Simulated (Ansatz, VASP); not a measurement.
## InGaSbAs (InAs/GaSb (001) superlattice, 6 and 6 atomic planes, on GaSb) in two plane-wave programs

One calculation is typed for both programs; each brings its own data sets. How far apart do they land? The structure shown is the start of the Ansatz relaxation below; VASP solves that cell, so the two are compared at the walk's first step.

Main program and level: Ansatz 0.2.0; plane waves, with VASP 6.6.1 beside it; single point at PBE.

### Step 1. Starting point

The cell holds 48 atoms: 12 In, 12 As, 12 Ga and 12 Sb. Cell: a = 8.768 Å, b = 8.768 Å, c = 18.600 Å, α = 90.0°, β = 90.0°, γ = 90.0°. It derives from InAs. Diamond or zinc-blende (001) planes, four atoms a plane, in-plane lattice constant that of GaSb (6.2 A); 6 planes of InAs and 6 of GaSb, plane spacings from the elastic response (2 C12/C11 taken as 1.0); (so at first; earlier steps may have moved the atoms), displaced by a Gaussian of 0.015 A. Lattice constants are starting values near those of PBE. The structure's axis is c.

### Step 2. Ansatz: relaxation, PBE

Ansatz runs on its default PAW (the set named soft_2) files.

The two programs are compared at the cell with which this relaxation starts, whose forces are those of its first step.

input.yaml reads:

```yaml
crystal:
  lattice:
    - [8.76812, 0.0, 0.0]
    - [0.0, 8.76812, 0.0]
    - [0.0, 0.0, 18.6]
  atoms:
    - { symbol: In, position: [0.99947, 0.00125, 0.00018] }
    - { symbol: As, position: [0.24846, 0.99575, 0.0838] }
    - { symbol: In, position: [0.25193, 0.24741, 0.16745] }
    - { symbol: As, position: [0.49926, 0.2545, 0.24968] }
    - { symbol: In, position: [0.24943, 0.75212, 0.16622] }
    - { symbol: As, position: [0.50022, 0.75013, 0.24907] }
    - { symbol: In, position: [0.50108, 0.00139, 0.00029] }
    - { symbol: As, position: [0.7531, 0.99768, 0.08269] }
    - { symbol: In, position: [0.00141, 0.99799, 0.33352] }
    - { symbol: As, position: [0.25122, 0.99969, 0.41575] }
    - { symbol: Ga, position: [0.249, 0.24746, 0.49935] }
    - { symbol: Sb, position: [0.50161, 0.2502, 0.58224] }
    - { symbol: Ga, position: [0.24636, 0.74857, 0.49828] }
    - { symbol: Sb, position: [0.5004, 0.75237, 0.58184] }
    - { symbol: In, position: [0.49867, 0.00163, 0.33216] }
    - { symbol: As, position: [0.74766, 0.00208, 0.41463] }
    - { symbol: Ga, position: [0.99904, 0.99823, 0.66615] }
    - { symbol: Sb, position: [0.25184, 0.99936, 0.74978] }
    - { symbol: Ga, position: [0.24919, 0.254, 0.83428] }
    - { symbol: Sb, position: [0.49898, 0.2509, 0.91742] }
    - { symbol: Ga, position: [0.25073, 0.7487, 0.83293] }
    - { symbol: Sb, position: [0.50124, 0.75076, 0.91598] }
    - { symbol: Ga, position: [0.50076, 0.99826, 0.66414] }
    - { symbol: Sb, position: [0.7503, 0.00163, 0.74982] }
    - { symbol: In, position: [0.50251, 0.50299, 0.00029] }
    - { symbol: As, position: [0.7489, 0.49992, 0.0819] }
    - { symbol: In, position: [0.74994, 0.74984, 0.16627] }
    - { symbol: As, position: [0.00187, 0.74636, 0.2498] }
    - { symbol: In, position: [0.74908, 0.25136, 0.16627] }
    - { symbol: As, position: [0.99823, 0.2515, 0.2486] }
    - { symbol: In, position: [0.00089, 0.49899, 0.99961] }
    - { symbol: As, position: [0.25019, 0.50326, 0.08362] }
    - { symbol: In, position: [0.49997, 0.50284, 0.33228] }
    - { symbol: As, position: [0.74949, 0.49834, 0.41546] }
    - { symbol: Ga, position: [0.7502, 0.74883, 0.49711] }
    - { symbol: Sb, position: [0.99976, 0.7502, 0.58194] }
    - { symbol: Ga, position: [0.74837, 0.24816, 0.49827] }
    - { symbol: Sb, position: [0.00233, 0.25026, 0.58094] }
    - { symbol: In, position: [0.0011, 0.49923, 0.33414] }
    - { symbol: As, position: [0.24946, 0.4999, 0.41548] }
    - { symbol: Ga, position: [0.50049, 0.50009, 0.6659] }
    - { symbol: Sb, position: [0.74962, 0.49905, 0.74916] }
    - { symbol: Ga, position: [0.74797, 0.7491, 0.83253] }
    - { symbol: Sb, position: [0.99926, 0.74924, 0.91655] }
    - { symbol: Ga, position: [0.75077, 0.24947, 0.83314] }
    - { symbol: Sb, position: [0.00046, 0.24946, 0.91655] }
    - { symbol: Ga, position: [0.00061, 0.49709, 0.66639] }
    - { symbol: Sb, position: [0.24919, 0.49369, 0.74989] }
kpoints:
  mp_grid: { grid: [2, 2, 1] }
hamiltonian:
  xc: pbe
scf:
  occupations: { method: fermi_dirac, width: 0.025 }
output:
  forces: true
relax:
  f_tol: 0.04
  max_steps: 150
  cell: { fix: [a, b, alpha, beta, gamma] }
```

Command:

```bash
$ ansatz run input.yaml --threads 6 --pin off --max-ram 102400MiB --backend cuda --events-out ev --progress --plain --runs-dir out
```

Numbers of over 12 decimals in the logs are rounded to 6 here.

The program printed:

```text
Engine: ansatz 0.2.0, x86_64-unknown-linux-gnu
Pseudopotentials: kind: paw
Pseudopotential: In, paw, valence charge 13, recommended cutoff 420 eV (normal), In.paw.azcp
Pseudopotential: As, paw, valence charge 15, recommended cutoff 420 eV (normal), As.paw.azcp
Pseudopotential: Ga, paw, valence charge 13, recommended cutoff 420 eV (normal), Ga.paw.azcp
Pseudopotential: Sb, paw, valence charge 15, recommended cutoff 420 eV (normal), Sb.paw.azcp
Functional definition: PBE
  parameter kappa = 0.804
  parameter beta = 0.066725
  exchange = pbe_x(kappa = kappa, mu = beta*pi^2/3)
  correlation = pbe_c(beta = beta)
device memory: the entry about to start is reckoned to put 15.6 GiB on a device that reports 59.4 GiB free
GPU FFT provider: cuFFT
GPU libraries: cuBLAS 13.8.2, cuFFT 12.4.0, cuSOLVER 12.3.4
Crystal: 48 atoms, lattice volume = 1429.967 Å³
Basis set: ecut = 420 eV, 28007 PW (Γ), exchange–correlation on 120×120×250 points (8 copies of the dense FFT grid, shifted against one another)
Bands: 404, of which v1, the nominal top of the filled ones, is band 336 counted from 1 (335 counted from 0)
Symmetry: 1 space group operations
Space group: P1 (ITA 1), of the structure as read, at distance tolerance 1.1e-4 Å
k-points: 4
Non-local potential: In, projectors of the file, l = 0: 2, l = 1: 2, l = 2: 2, l = 3: 2
Non-local potential: As, projectors of the file, l = 0: 2, l = 1: 2, l = 2: 3, l = 3: 1
Non-local potential: Ga, projectors of the file, l = 0: 2, l = 1: 2, l = 2: 3, l = 3: 1
Non-local potential: Sb, projectors of the file, l = 0: 2, l = 1: 2, l = 2: 2, l = 3: 2
PAW form: soft (Blöchl's): semilocal exchange-correlation on the pseudo side does not see the compensation charge
PAW one-centre angular grid: In, 590 points (default); XC on 64 Gauss nodes
PAW one-centre angular grid: As, 590 points (default); XC on 64 Gauss nodes
PAW one-centre angular grid: Ga, 590 points (default); XC on 64 Gauss nodes
PAW one-centre angular grid: Sb, 590 points (default); XC on 64 Gauss nodes
Initial density: superposition of atomic densities (neutral atoms: chi_scale 0, normalization atom), corrected by the library's trained network
Initial wavefunctions: pseudopotential atomic-orbital guess
GPU buffer pool allocated for 450000 grid points (all kernels)
GPU transforms: local potential and band sums: pruned to the plane-wave sphere, on 60×60×125
Functional: x = pbe(κ = 0.804, μ = 0.219515), c = pbe(β = 0.066725)
SCF iter   1: F=—  HF=-248665.109677 eV  |F-HF|=—  |Δ(HF+E_count)|=         —  Δρ=1.82e-3  dr2=1.07e-1  ethr=1.77e-3  ⟨swp⟩=6.0  Hψ=6095  notcnv=0  defer=26
preconditioner: auto → LDOS  [metal: Δε(μ)=0.027 eV  Ē_g=13.583 eV  σ=0.025 eV  W_gap=0.25  n_scr=346 (ndim 8)  ℏωp=20.4 eV  f_vac=0.114  D(μ)=11.87/eV (n_scr^D=46)  β→1.0]
SCF iter   2: F=—  HF=-248665.083910 eV  |F-HF|=—  |Δ(HF+E_count)|=   2.58e-2  Δρ=1.16e-3  dr2=3.90e-2  ethr=1.59e-5  ⟨swp⟩=2.2  Hψ=2742  notcnv=0  defer=255
SCF iter   3: F=—  HF=-248665.073680 eV  |F-HF|=—  |Δ(HF+E_count)|=   1.02e-2  Δρ=3.42e-4  dr2=2.40e-3  ethr=5.81e-6  ⟨swp⟩=2.0  Hψ=2650  notcnv=0  defer=255
SCF iter   4: F=—  HF=-248665.073514 eV  |F-HF|=—  |Δ(HF+E_count)|=   1.66e-4  Δρ=7.86e-5  dr2=1.36e-4  ethr=3.57e-7  ⟨swp⟩=2.0  Hψ=2706  notcnv=0  defer=255
SCF iter   5: F=—  HF=-248665.070205 eV  |F-HF|=—  |Δ(HF+E_count)|=   3.31e-3  Δρ=2.48e-5  dr2=1.94e-5  ethr=2.02e-8  ⟨swp⟩=2.0  Hψ=2226  notcnv=0  defer=255
SCF iter   6: F=—  HF=-248665.075142 eV  |F-HF|=—  |Δ(HF+E_count)|=   4.94e-3  Δρ=6.16e-6  dr2=1.28e-6  ethr=2.89e-9  ⟨swp⟩=2.0  Hψ=2654  notcnv=0  defer=255
SCF iter   7: F=—  HF=-248665.075142 eV  |F-HF|=—  |Δ(HF+E_count)|=   4.50e-7  Δρ=2.01e-6  dr2=1.59e-7  ethr=1.91e-10  ⟨swp⟩=3.0  Hψ=2706  notcnv=0  defer=255
SCF iter   8: F=-248665.075142 eV  HF=-248665.075142 eV  |F-HF|=1.17e-8  |Δ(HF+E_count)|=   3.32e-9  Δρ=7.56e-7  dr2=1.91e-8  ethr=1.49e-11  ⟨swp⟩=4.0  Hψ=4637  notcnv=0
SCF 1 converged in 8 iterations: F = -248665.075142 eV  dr2 = 1.91e-8
  greatest PAW one-centre occupation: 0.999 electrons in one spin orbital (limit 2), on the As atom at site 39 (counted from 0), in its partial waves of l = 2
relax step   1: F+E_penalty+E_count = -248665.07514223 eV  Δ(F+E_penalty+E_count) = +0.000e0 eV  max|allowed force component| = 1.333e0 eV/Å  Δτ_max = 0.0000 Å  P = +0.627 GPa  Ω = 1429.967 Å³  fix = [a, b, alpha, beta, gamma]  reactions: a +0.673, b +1.143 GPa; alpha +0.070, beta +0.022, gamma -0.000 GPa/rad  (8 SCF iters, dr2 threshold 1.00e-7 eV, accepted)
device memory: the entry about to start is reckoned to put 15.0 GiB (of the 15.6 GiB reckoned in all, the device holds 0.7 GiB already) on a device that reports 77.9 GiB free
GPU FFT provider: cuFFT
GPU libraries: cuBLAS 13.8.2, cuFFT 12.4.0, cuSOLVER 12.3.4
Crystal: 48 atoms, lattice volume = 1430.265 Å³
Initial density: handed on by an earlier stage of this run
[...]
k-point 3: bands = [... 332 lower, 6.1371, 6.1373, 6.1374, 6.1375, 8.8270, 8.8272, 8.8272, 8.8273, ... 64 higher]
--- Relaxed structure (4 steps of the walk, 4 accepted, 1 SCFs on fresh bases) ---
  F+E_penalty+E_count = -248666.18334122 eV   max|allowed force component| = 2.760e-3 eV/Å   (the final SCF, on the basis selected at the relaxed cell)
  cell:  # Å, volume = 1427.1092 Å³
    - [8.76812, 0, 0]
    - [0, 8.76812, 0]
    - [0, 0, 18.562832]
  atoms:
    - { symbol: In, position: [1.000086, -5.372946387006956e-5, 0.00645087] }
    - { symbol: As, position: [0.250067, 0.999825, 0.088860] }
    - { symbol: In, position: [0.250038, 0.249817, 0.172525] }
    - { symbol: As, position: [0.500014, 0.249948, 0.255098] }
    - { symbol: In, position: [0.250006, 0.749781, 0.172531] }
    - { symbol: As, position: [0.500067, 0.749933, 0.255048] }
    - { symbol: In, position: [0.500129, -0.000174446, 0.00650885] }
    - { symbol: As, position: [0.750134, 0.999754, 0.088887] }
    - { symbol: In, position: [7.19698465384607e-5, 0.999908, 0.338162] }
    - { symbol: As, position: [0.250076, 0.999809, 0.421670] }
    - { symbol: Ga, position: [0.250035, 0.249793, 0.493174] }
    - { symbol: Sb, position: [0.499993, 0.249745, 0.576558] }
    - { symbol: Ga, position: [0.249914, 0.749784, 0.493191] }
    - { symbol: Sb, position: [0.499956, 0.749742, 0.576509] }
    - { symbol: In, position: [0.500065, -8.56203114508932e-5, 0.338143] }
    - { symbol: As, position: [0.750053, -0.000130554, 0.421672] }
    - { symbol: Ga, position: [1.000094, 0.999861, 0.659881] }
    - { symbol: Sb, position: [0.250076, 0.999740, 0.743200] }
    - { symbol: Ga, position: [0.250065, 0.249739, 0.827247] }
    - { symbol: Sb, position: [0.499991, 0.249892, 0.909636] }
    - { symbol: Ga, position: [0.249966, 0.749776, 0.827264] }
    - { symbol: Sb, position: [0.500017, 0.749925, 0.909552] }
    - { symbol: Ga, position: [0.500072, 0.999720, 0.659877] }
    - { symbol: Sb, position: [0.750079, -0.000301112, 0.743205] }
    - { symbol: In, position: [0.500078, 0.500005, 0.00647178] }
    - { symbol: As, position: [0.750086, 0.499796, 0.088862] }
    - { symbol: In, position: [0.750161, 0.749708, 0.172552] }
    - { symbol: As, position: [9.949832402726922e-5, 0.749812, 0.255135] }
    - { symbol: In, position: [0.749961, 0.249770, 0.172514] }
    - { symbol: As, position: [0.999999, 0.249840, 0.255057] }
    - { symbol: In, position: [0.000109504, 0.499820, 1.006486] }
    - { symbol: As, position: [0.250091, 0.499812, 0.088873] }
    - { symbol: In, position: [0.500062, 0.499984, 0.338155] }
    - { symbol: As, position: [0.750064, 0.499865, 0.421674] }
    - { symbol: Ga, position: [0.749956, 0.749864, 0.493159] }
    - { symbol: Sb, position: [0.999921, 0.749812, 0.576553] }
    - { symbol: Ga, position: [0.749953, 0.249854, 0.493180] }
    - { symbol: Sb, position: [-5.444923705975689e-6, 0.249809, 0.576512] }
    - { symbol: In, position: [8.00179909103195e-5, 0.499754, 0.338184] }
    - { symbol: As, position: [0.250079, 0.499790, 0.421683] }
    - { symbol: Ga, position: [0.500067, 0.499784, 0.659875] }
    - { symbol: Sb, position: [0.750052, 0.499702, 0.743205] }
    - { symbol: Ga, position: [0.750077, 0.749699, 0.827265] }
    - { symbol: Sb, position: [1.000017, 0.749848, 0.909609] }
    - { symbol: Ga, position: [0.749915, 0.249719, 0.827256] }
    - { symbol: Sb, position: [-8.7690872350156e-7, 0.249900, 0.909547] }
    - { symbol: Ga, position: [6.332979894940734e-5, 0.499767, 0.659878] }
    - { symbol: Sb, position: [0.250071, 0.499770, 0.743206] }
```

The column dr2 measures how far the density is from self-consistency, as an energy; F and HF (Harris–Foulkes) agree once it is small.

[end of part 1 of 2]

[Lines on the potential files, build, host, timing and source positions are cut from VASP's logs without a mark.]

[Logs are printed without paths, hosts, clocks, repeated set-up lines and the standing remarks that a program may print on its own settings, such as how far it seeks lower states.]

[Hosts, paths, dates, database ids (printed as entryN), source tags and the programs' standing remarks are cut or masked in the printed files.]
